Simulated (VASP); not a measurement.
## PC2: single point with PBE

The system is PC2.

```
P C
1.0
     2.85244    0.00000    0.00000
    -1.42622    2.47028    0.00000
     0.00000    0.00000    7.02895
P C
2 4
Direct
  0.00000 0.00000 0.50000
  0.00000 0.00000 0.00000
  0.66667 0.33333 0.35082
  0.33333 0.66667 0.64918
  0.33333 0.66667 0.85082
  0.66667 0.33333 0.14918
```

The cell was built by a generator and needn't be a form met in nature.

```yaml
Program: VASP 6.6.1
Task: single point
Functional: PBE
Potentials_or_basis: VASP PAW PBE potentials, release 64 (P, C)
Cutoff: 520 eV
k_mesh: 15 × 15 × 6
Occupations: gaussian, width 0.1 eV
Spin: no spin polarisation
Dipole_correction: no
Further_INCAR_settings: ALGO = Normal; EDIFF = 1e-07; NBANDS = 22
```

The pressure is -0.3 GPa, the largest force is 0.068 eV/Å and the band gap on the k mesh is none (metal or under the smearing width).

Forces on the atoms (eV/Å):
```
P    0.000  0.000  0.000
P    0.000  0.000  0.000
C    0.000  0.000  0.068
C    0.000  0.000 -0.068
C    0.000  0.000  0.068
C    0.000  0.000 -0.068
```

Stress tensor (GPa, compression positive):
```
-0.41  0.00  0.00
 0.00 -0.41  0.00
 0.00  0.00  0.05
```

Levels at points of the mesh, in eV from the Fermi level:
| k point | band 10 | band 11 | band 12 | band 13 | band 14 | band 15 | band 16 | band 17 |
| --- | --- | --- | --- | --- | --- | --- | --- | --- |
| (0.00, 0.00, 0.00) | -2.21 | 0.42 | 0.42 | 1.20 | 1.20 | 5.17 | 5.19 | 5.19 |
| (0.00, 0.00, 0.50) | -2.21 | 0.71 | 0.71 | 0.71 | 0.71 | 5.26 | 5.26 | 6.47 |

Run time: 54 s on 1 thread of Intel(R) Xeon(R) 6975P-C (Granite Rapids) (shared host), peak memory 0.23 GiB.
